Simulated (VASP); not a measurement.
# MgTe (relaxed from the CsCl type structure, space group Pm-3m): computed properties

Computed with PBEsol GGA, VASP's PBE PAW potentials (set 64) (plane waves; VASP).

```
Property                                                               Value
----------------------------------  ----------------------------------------
space group                                                      Pm-3m (221)
cell                                a = b = c = 3.6653 Å, α = β = γ = 90.00°
volume per atom                                               24.62 Å^3/atom
band gap (over mesh and band path)  none (metal, semimetal or under 0.01 eV)
density                                                           5.12 g/cm³
```

```
MgTe
1.0
    3.66525     0.00000     0.00000
    0.00000     3.66525     0.00000
    0.00000     0.00000     3.66525
Mg Te
1 1
Direct
  0.00000   0.00000   0.00000
  0.50000   0.50000   0.50000
```

Unless said otherwise, spin-orbit coupling is left out, though it shifts the bands of the heavy elements here.

The structure was generated: MgTe was put into the CsCl type type (Pm-3m), which need not be its known phase. It was relaxed first. Symmetry was kept, so distortions that lower it aren't found.
